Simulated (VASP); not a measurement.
A VASP calculation is set up with these files.

**INCAR**
```
SYSTEM=CdCu2GeSe4
PREC=Accurate; ENCUT=300; LREAL=F
LASPH=T
EDIFF=1E-6; NELM=100; ALGO=Normal
LMAXMIX=4
ISMEAR=0; SIGMA=0.2
ISIF=2
LWAVE=F; LCHARG=F
```

File POSCAR:
```
CdCu2GeSe4
6.8603760
 -0.4189420522   0.4189420522   0.8055899560
  0.4189420522  -0.4189420522   0.8055899560
  0.4189420522   0.4189420522  -0.8055899560
Ge Cu Se Cd
1 2 4 1
Cartesian
  0.0035894955   0.0073968409   0.8028445054
  0.4210853597   0.0038274546   0.4020522241
  0.0085376201   0.4179060085   0.4009461491
  0.2242994800   0.2254490570   0.2113908324
 -0.1968357338   0.1815058062   0.5939308621
  0.1912260997   0.1899558674   1.0214477847
  0.1877526512  -0.1948386370   0.5923075984
 -0.0017704491   0.0066821257   0.0030306294
```

### KPOINTS
```
Regular mesh
0
gamma
  3 3 3
```

POTCAR, in this order: Ge_d Cu Se Cd (LDA.64 set). Program: vasp_std.

Q: Write an equivalent input for Quantum ESPRESSO's pw.x.

A: One equivalent input (not run):
```
&CONTROL
  calculation = 'scf'
  pseudo_dir = './pseudo'
  outdir = './out'
  tprnfor = .true.
  tstress = .true.
/
&SYSTEM
  ibrav = 0
  nat = 8
  ntyp = 4
  ecutwfc = 102
  occupations = 'smearing'
  smearing = 'gaussian'
  degauss = 0.0147
  input_dft = 'pz'
/
&ELECTRONS
  conv_thr = 7.3e-08
  electron_maxstep = 100
/
ATOMIC_SPECIES
  Ge 72.630 Ge.upf
  Cu 63.546 Cu.upf
  Se 78.971 Se.upf
  Cd 112.414 Cd.upf
CELL_PARAMETERS angstrom
    -2.8741000    2.8741000    5.5266500
     2.8741000   -2.8741000    5.5266500
     2.8741000    2.8741000   -5.5266500
ATOMIC_POSITIONS crystal
  Ge   0.5071240  0.5025800  0.0131120
  Cu   0.2541070  0.7520970  0.5071260
  Cu   0.7476160  0.2590420  0.5089530
  Se   0.4002720  0.3989000  0.5367670
  Se   0.5852550  0.1337110 -0.0182960
  Se   0.8606840  0.8622000  0.4549340
  Se   0.1350870  0.5917030 -0.0084570
  Cd   0.0098560 -0.0002320  0.0058620
K_POINTS automatic
  3 3 3 0 0 0
```
What does not carry over: the potentials are each code's own (VASP's PAW set, PseudoDojo norm-conserving files in pw.x), so ENCUT and ecutwfc are chosen apart and not converted; conv_thr bounds pw.x's estimated SCF error, while EDIFF bounds the energy change between steps.

The structure comes from a measured CdCu2GeSe4 entry of the Crystallography Open Database, whose conditions weren't checked. The cell was not relaxed at this level, atoms are displaced from their ideal sites. The k-mesh is coarse (spacing up to 0.52 per Å, 2π included), so the numbers may not be converged in it.
